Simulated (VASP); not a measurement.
These are rev-vdW-DF2, VASP's PBE PAW potentials (set 64) (plane waves; VASP) values and carry that method's errors.

The input files of a VASP run:

**KPOINTS**
```
Automatic mesh
0
gamma
  11 11 6
0 0 0
```

**INCAR**
```
IBRION  =  2   # conjugate gradients
ZAB_VDW  =  -1.8867
ALGO  =  Normal
LUSE_VDW  =  .True.
LREAL  =  .False.
ISMEAR  =  1
ENCUT  =  520
NELM  =  100
AGGAC  =  0.0
ISIF  =  3
EDIFFG  =  -0.01
PARAM1  =  0.1234568
GGA  =  MK
PREC  =  Accurate
SYSTEM  =  Y
LASPH  =  .True.   # aspherical one-centre terms
PARAM2  =  0.7114
EDIFF  =  1E-6
LMAXMIX  =  4   # l cut-off of mixed one-centre charges
SIGMA  =  0.1
NSW  =  60   # most ionic steps
LCHARG  =  .False.
LWAVE  =  .False.
```

File POSCAR:
```
Y
1
    1.8112942530    -3.1372539436     0.0000000000
    1.8112942530     3.1372539436    -0.0000000000
    0.0000000000    -0.0000000000     5.5773625005
Y
2
Direct
  0.3333330000   0.6666670000   0.2500000000
  0.6666670000   0.3333330000   0.7500000000
```

POTCAR, in this order: Y_sv (PBE.64 set). Program: vasp_std.

Predict the energy per atom (σ→0), volume per atom, band gap (on the k-mesh).

energy per atom (σ→0): -4.284 eV/atom
band gap (on the k-mesh): none (metal, semimetal or under 0.01 eV)
volume per atom: 31.63 Å³/atom

**OSZICAR**
```
...
DAV:   2    -0.856649603895E+01    0.64826E-03   -0.16775E-03  2468   0.298E-01    0.904E-02
DAV:   3    -0.856634936526E+01    0.14667E-03   -0.14423E-03  3172   0.205E-01    0.574E-02
DAV:   4    -0.856637180484E+01   -0.22440E-04   -0.87395E-05  2381   0.600E-02    0.327E-02
DAV:   5    -0.856640657541E+01   -0.34771E-04   -0.81576E-05  3410   0.388E-02    0.158E-02
DAV:   6    -0.856640473763E+01    0.18378E-05   -0.42167E-06  1899   0.121E-02    0.797E-03
DAV:   7    -0.856640600218E+01   -0.12645E-05   -0.10799E-06  1100   0.979E-03    0.376E-03
DAV:   8    -0.856640612873E+01   -0.12654E-06   -0.21745E-07  1023   0.303E-03
   2 F= -.85664061E+01 E0= -.85678294E+01  d E =-.281710E-04
```

The compound is Y in the hcp structure. This run relaxes it. Symmetry was kept, so distortions that lower it aren't found. The start is the result of an earlier pass.
